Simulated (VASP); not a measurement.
These are PBEsol GGA, VASP's PBE PAW potentials (set 64) (plane waves; VASP) values and carry that method's errors.

VASP ran on this input.

File POSCAR:
```
Cu
1
   -0.0000000000     1.7529238250     1.7529238250
    1.7529238250    -0.0000000000     1.7529238250
    1.7529238250     1.7529238250     0.0000000000
Cu
1
Direct
  0.0000000000   0.0000000000   0.0000000000
```

**KPOINTS**
```
kpoints
0
gamma
 18 18 18
```

**INCAR**
```
SYSTEM = Cu
PREC = Accurate
ENCUT = 500
EDIFF = 1E-6
NELM = 100
ALGO = Normal
LREAL = .FALSE.
LASPH = .TRUE.
ISMEAR = 1
SIGMA = 0.1
GGA = PS
LMAXMIX = 4
LWAVE = .FALSE.
LCHARG = .FALSE.
IBRION = 2
ISIF = 3
NSW = 40
EDIFFG = -0.02
PSTRESS = 100
```

POTCAR, in this order: Cu (PBE.64 set). Program: vasp_std.

The resulting files:

**OUTCAR**
```
 ion  position               nearest neighbor table
   1  0.000  0.000  0.000-
  LATTYP: Found a face centered cubic cell.
 ALAT       =     3.5058476500
 Subroutine PRICEL returns:
 Original cell was already a primitive cell.
 Subroutine GETGRP returns: Found 48 space group operations
The static configuration has the point symmetry O_h .
The dynamic configuration has the point symmetry O_h .
 Subroutine INISYM returns: Found 48 space group operations
 Subroutine IBZKPT returns following result:
 Found    195 irreducible k-points:

 Following reciprocal coordinates:
            Coordinates               Weight
  0.000000  0.000000  0.000000      1.000000
  0.055556  0.000000  0.000000      8.000000
  0.111111  0.000000  0.000000      8.000000
  0.166667  0.000000  0.000000      8.000000
  0.222222  0.000000  0.000000      8.000000
  0.277778  0.000000  0.000000      8.000000
  0.333333  0.000000  0.000000      8.000000
  0.388889  0.000000  0.000000      8.000000
  0.444444  0.000000  0.000000      8.000000
  0.500000  0.000000  0.000000      4.000000
  0.055556  0.055556  0.000000      6.000000
  0.111111  0.055556  0.000000     24.000000
  0.166667  0.055556  0.000000     24.000000
  0.222222  0.055556  0.000000     24.000000
  0.277778  0.055556  0.000000     24.000000
  0.333333  0.055556  0.000000     24.000000
  0.388889  0.055556  0.000000     24.000000
  0.444444  0.055556  0.000000     24.000000
  0.500000  0.055556  0.000000     24.000000
 -0.444444  0.055556  0.000000     24.000000
 -0.388889  0.055556  0.000000     24.000000
 -0.333333  0.055556  0.000000     24.000000
 -0.277778  0.055556  0.000000     24.000000
 -0.222222  0.055556  0.000000     24.000000
 -0.166667  0.055556  0.000000     24.000000
...
```

### OSZICAR
```
       N       E                     dE             d eps       ncg     rms          rms(c)
DAV:   1     0.329999333279E+02    0.33000E+02   -0.56179E+03  3663   0.205E+03
DAV:   2    -0.502207975589E+01   -0.38022E+02   -0.36269E+02  3529   0.194E+02
DAV:   3    -0.540098111797E+01   -0.37890E+00   -0.37823E+00  4205   0.277E+01
DAV:   4    -0.540355048787E+01   -0.25694E-02   -0.25691E-02  4188   0.206E+00
DAV:   5    -0.540357908408E+01   -0.28596E-04   -0.28596E-04  4092   0.178E-01    0.845E+00
DAV:   6    -0.467104525390E+01    0.73253E+00   -0.18648E+01  3685   0.103E+02    0.377E+00
DAV:   7    -0.430681073413E+01    0.36423E+00   -0.26404E+00  3753   0.383E+01    0.657E-01
DAV:   8    -0.429121328922E+01    0.15597E-01   -0.56657E-03  4704   0.113E+00    0.270E-01
DAV:   9    -0.428986543896E+01    0.13479E-02   -0.77411E-03  3967   0.189E+00    0.221E-02
DAV:  10    -0.428987433171E+01   -0.88928E-05   -0.30742E-05  4830   0.115E-01    0.531E-03
DAV:  11    -0.428987510164E+01   -0.76993E-06   -0.38226E-07  2382   0.115E-02
   1 F= -.36175048E+01 E0= -.36175194E+01  d E =-.361750E+01
```

File OUTCAR:
```
------------------------ aborting loop because EDIFF is reached ----------------------------------------
  FORCE on cell =-STRESS in cart. coord.  units (eV):
  Direction    XX          YY          ZZ          XY          YZ          ZX
  --------------------------------------------------------------------------------------
  Total        0.6713817      0.6713817      0.6713817     -0.0000000     -0.0000000      0.0000000
  in kB       99.8529612     99.8529612     99.8529612     -0.0000000     -0.0000000      0.0000000
  external PRESSURE =      -0.1470388 kB  Pullay stress =     100.0000000 kB
  volume of cell :       10.77
      direct lattice vectors                 reciprocal lattice vectors
     0.000000000  1.752923825  1.752923825    -0.285237723  0.285237723  0.285237723
     1.752923825  0.000000000  1.752923825     0.285237723 -0.285237723  0.285237723
     1.752923825  1.752923825  0.000000000     0.285237723  0.285237723 -0.285237723
 POSITION                                       TOTAL-FORCE (eV/Angst)
 -----------------------------------------------------------------------------------
      0.00000      0.00000      0.00000        -0.000000      0.000000     -0.000000
 -----------------------------------------------------------------------------------
    total drift:                                0.000000      0.000000      0.000000
  FREE ENERGIE OF THE ION-ELECTRON SYSTEM (eV)
  ---------------------------------------------------
  free  energy   TOTEN  =        -4.2898751016 eV

  energy  without entropy=       -4.2899189130  energy(sigma->0) =       -4.28988971
  enthalpy is  TOTEN    =        -3.6175047657 eV   P V=        0.6723703360

 reached required accuracy - stopping structural energy minimisation
```
(Selected blocks of OUTCAR.)

The compound is Cu in the fcc structure. It was relaxed first under an external pressure of 10 GPa.
